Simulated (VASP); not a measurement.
AuZn: energy against strain

AuZn (CsCl type, Pm-3m, 15.289 Å³/atom and stress up to 0.30 GPa in the relaxed cell, cube axes along x, y and z) under an equal strain ε along x and y, with z held. PBEsol in VASP (plane waves, PAW), 480 eV, 14×14×14 Γ-centred mesh, Methfessel-Paxton smearing 0.10 eV; ions are relaxed, or left where forces stay under 0.02 eV/Å, within the symmetry of each cell.

Here s stands for strain and y for E less E0.

| strain (%) | E less E0 (meV/atom) |
|---|---|
| -3.00 | ? |
| -1.50 | 7.34 |
| -1.00 | 3.44 |
| -0.50 | 1.05 |
| 0.00 | 0.00 |
| 0.50 | 0.21 |
| 1.00 | 1.60 |
| 1.50 | 4.15 |

Problem. Fit y against s with a parabola, and predict the withheld value at s = -3.00.

Solution. Least squares gives y = -0.014 - 1.0064·s + 2.5557·s². Residuals (row less fit): 0.094, -0.108, -0.078, 0.014, 0.088, 0.065, -0.077; standard error 0.106 (degrees of freedom: 4). Twice the quadratic coefficient over the volume, 2 × 2.5557 meV × 10⁴ × 0.1602 / 15.289 Å³, is the elastic constants 2(C11 + C12) = about 540 GPa. At the withheld row, y = -0.014 - 1.0064 × (-3.0) + 2.5557 × (-3.0)² = 26.006 meV/atom. The calculation gives 29.30 meV/atom, 3.294 meV/atom above the prediction (11.2 % of the range of y in the table). The row lies outside the fitted rows, so this is an extrapolation. From the scatter of the fitted rows alone, a prediction at this place has a standard error of 0.404 meV/atom, so the miss is 8.2 times that.

A polynomial of degree 3 through the 12 other runs of the series gives 28.94 there, so most of the miss is curvature that the fit leaves out. In a metal these values are sensitive to mesh and smearing; energies are taken to zero smearing, stresses follow the free energy. Spin-orbit coupling is left out, which can shift these values for the heavy elements here. For AuZn: the electron count is odd and the run is not spin-polarised, which forces a metal. Rows are the converged runs of the series near zero and its far end, less any whose ions stayed unrelaxed beside relaxed ones; series whose fitted rows scatter by over a few per cent of the range, as at a crossing or softening among them, aren't shown in this form. Most that stay on the fit to the last digits aren't either.
